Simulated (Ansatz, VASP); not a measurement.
## One calculation of BiMo, two programs

INCAR

```
SYSTEM = BiMo
PREC     = Accurate       ! precision mode
ENCUT    = 520            ! plane-wave cutoff, eV
EDIFF    = 1E-8           ! SCF threshold, eV
ISMEAR   = -1             ! smearing method
SIGMA    = 0.08           ! smearing width, eV
LREAL    = .False.        ! projectors in reciprocal space
LASPH    = .True.         ! aspherical terms in the spheres
NELM     = 80             ! most SCF steps
ALGO     = Normal         ! electronic algorithm
ISIF     = 2              ! what is computed and relaxed
LWAVE    = .False.        ! write WAVECAR
LCHARG   = .False.        ! write CHGCAR
GGA      = PE             ! functional
LEFG     = .True.       
NBANDS   = 22             ! bands
```

The input KPOINTS:

```
regular mesh
0
Gamma
  11 11 11
  0 0 0
```

The input POSCAR:

```
BiMo
1.0
    0.0000000000      3.1993105283      3.1993105283
    3.1993105283      0.0000000000      3.1993105283
    3.1993105283      3.1993105283      0.0000000000
Mo Bi
1 1
Direct
    0.0000000000      0.0000000000      0.0000000000
    0.2500000000      0.2500000000      0.2500000000
```

Input for Ansatz:

```yaml
crystal:
  lattice:
    - [0.0, 3.1993105283, 3.1993105283]
    - [3.1993105283, 0.0, 3.1993105283]
    - [3.1993105283, 3.1993105283, 0.0]
  atoms:
    - { symbol: Mo, position: [0.0, 0.0, 0.0] }
    - { symbol: Bi, position: [0.25, 0.25, 0.25] }
kpoints:
  mp_grid: { grid: [11, 11, 11] }
scf:
  occupations: { method: fermi_dirac, width: 0.08 }
hamiltonian:
  xc: pbe
  pseudopotentials: { kind: paw }
output:
  forces: true
  stress: true
  eigenvalues: true
  efg: { contact_densities: true }
```

Change from the starting cell: volume scaled by 1.04, PAW files.

Alike in both runs: task electric field gradients; functional PBE; k mesh 11 × 11 × 11; occupations fermi-dirac, width 0.08 eV; no spin polarisation.

```csv
,VASP,Ansatz
version,VASP 6.6.1,Ansatz 0.2.0
potentials or method,"VASP PAW PBE potentials, release 64 (Mo_sv, Bi_d)","PAW with Ansatz's default frozen-core files, scalar-relativistic"
plane-wave cutoff (eV),520,420
valence electrons in the cell,29,29
```

|  | VASP | Ansatz | Ansatz less VASP |
| --- | --- | --- | --- |
| pressure (GPa) | -2.3 | -2.3 | -0.02 |
| Vzz of the field gradient on the site that differs most (V/Å²) | 0.0 | 0.0 | 0.00 |

Ansatz warned: «gradients_without_spin_orbit».

Caveats: spin-orbit coupling is left out, which moves the levels of the heavy elements.
